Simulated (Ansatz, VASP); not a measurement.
One calculation of La3Zr, two programs

```xyz
4
Lattice="5.0727 0.0000 0.0000 0.0000 5.0727 0.0000 0.0000 0.0000 5.0727" Properties=species:S:1:pos:R:3 pbc="T T T"
La    0.0000    2.5363    2.5363
La    2.5363    0.0000    2.5363
La    2.5363    2.5363    0.0000
Zr    0.0000    0.0000    0.0000
```

The cell comes from a database or a generator and needn't be the stable form of this composition.

Alike in both runs: task single point; functional PBE; k mesh 5 × 5 × 5; collinear spin.

```csv
,VASP,Ansatz
version,VASP 6.6.1,Ansatz 0.2.0
potentials or method,"VASP PAW PBE potentials, release 64 (La, Zr_sv)","plane waves, PAW"
plane-wave cutoff (eV),520,450
occupations,"fermi-dirac, width 0.1 eV",fermi-dirac
valence electrons in the cell,45,45
```

|  | VASP | Ansatz | Ansatz less VASP |
| --- | --- | --- | --- |
| net moment per atom (μB) | 0.00 | 0.00 | 0.000 |

Ansatz warned: «no_starting_moments».

Spin-orbit coupling is left out, which matters for the levels of La.
